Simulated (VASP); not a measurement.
Here is the system:

```
CELL_PARAMETERS angstrom
      4.65005     0.00000     0.00000
      0.00000     4.65005     0.00000
      0.00000     0.00000     3.18559
ATOMIC_POSITIONS crystal
  Sn 0.00000 0.00000 0.00000
  Sn 0.50000 0.50000 0.50000
  O  0.30523 0.30523 0.00000
  O  0.80523 0.19477 0.50000
  O  0.19477 0.80523 0.50000
  O  0.69477 0.69477 0.00000
```

All values below come from PBE GGA, VASP's PBE PAW potentials (set 64) (plane waves; VASP 6.6.1). Run with 620 eV cut-off, 5×5×7 Γ-centred mesh, Gaussian smearing of 0.050 eV, potentials Sn_d O.

Energy and stress use the plane-wave basis of the starting cell.

Question: The ions, cell shape and volume at an external pressure of 30.0 GPa are relaxed. What does this cell relax into?

Answer: 
```
CELL_PARAMETERS angstrom
      4.58445     0.00000     0.00000
      0.00000     4.58445     0.00000
      0.00000     0.00000     3.16417
ATOMIC_POSITIONS crystal
  Sn 0.00000 0.00000 0.00000
  Sn 0.50000 0.50000 0.50000
  O  0.30513 0.30513 0.00000
  O  0.80513 0.19487 0.50000
  O  0.19487 0.80513 0.50000
  O  0.69487 0.69487 0.00000
```
Space group P4_2/mnm (136), at a tolerance of 0.03 Å.

Question: How do energy and volume change from the first to the last step?

Answer: The energy (σ→0) changes by +61.5 meV/atom and the volume by -3.5 %, in 7 ionic steps.

| step | E(σ→0) (eV) | max force (eV/Å) | pressure (GPa) | volume (Å³) |
|---|---|---|---|---|
| 1 | -36.9245 | 0.016 | 20.01 | 68.88 |
| 2 | -35.3565 | 0.308 | 56.16 | 61.99 |
| 3 | -36.5772 | 0.076 | 29.78 | 66.63 |
| 4 | -36.5689 | 0.078 | 29.98 | 66.59 |
| 5 | -36.5564 | 0.082 | 29.98 | 66.51 |
| 6 | -36.5589 | 0.055 | 29.98 | 66.52 |
| 7 | -36.5555 | 0.017 | 30.05 | 66.50 |

The compound is SnO2 in the rutile structure. This run relaxes it under an external pressure of 30 GPa. Symmetry was kept, so distortions that lower it aren't found.
